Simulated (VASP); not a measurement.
Input:

```
MoSi2
1.0
   -1.62424     1.62424     3.96203
    1.62424    -1.62424     3.96203
    1.62424     1.62424    -3.96203
Si Mo
2 1
Direct
  0.66457   0.66457   0.00000
  0.33543   0.33543   0.00000
  0.00000   0.00000   0.00000
```

Calculation: PBE GGA, VASP's PBE PAW potentials (set 64) (plane waves; VASP). Numerical set-up: 300 eV cut-off, 11×11×11 Γ-centred mesh, Fermi-Dirac smearing of 0.10 eV, potentials Si Mo_sv.

At this cut-off the stress carries a Pulay error, which pulls relaxed volumes low. Energy and stress use the plane-wave basis of the starting cell.

### Question
The ions, cell shape and volume are relaxed. Which structure does the run end with?

### Answer

```
MoSi2
1.0
   -1.60801     1.60801     3.93664
    1.60801    -1.60801     3.93664
    1.60801     1.60801    -3.93664
Si Mo
2 1
Direct
  0.66496   0.66496   0.00000
  0.33504   0.33504   0.00000
  0.00000   0.00000   0.00000
```
Space group I4/mmm (139), at a tolerance of 0.03 Å.

### Question
How do energy and volume change from the first to the last step?

### Answer
The energy (σ→0) changes by -6.2 meV/atom and the volume by -2.6 %, in 7 ionic steps.

| step | E(σ→0) (eV) | max force (eV/Å) | pressure (GPa) | volume (Å³) |
|---|---|---|---|---|
| 1 | -23.2287 | 0.002 | -5.09 | 41.81 |
| 2 | -23.2081 | 0.161 | 8.58 | 39.19 |
| 3 | -23.2470 | 0.061 | -0.01 | 40.72 |
| 4 | -23.2470 | 0.062 | 0.07 | 40.70 |
| 5 | -23.2473 | 0.012 | 0.06 | 40.69 |
| 6 | -23.2473 | 0.020 | 0.06 | 40.69 |
| 7 | -23.2473 | 0.002 | -0.08 | 40.72 |

The structure comes from a computed database's Si2Mo entry; how it stands against other phases isn't given here. This run relaxes it. Symmetry was kept, so distortions that lower it aren't found. The run is one of a series of settings (EDIFFG = -0.01, IBRION = 2, ISIF = 3, NSW = 50 against the base run), some of them coarse on purpose.
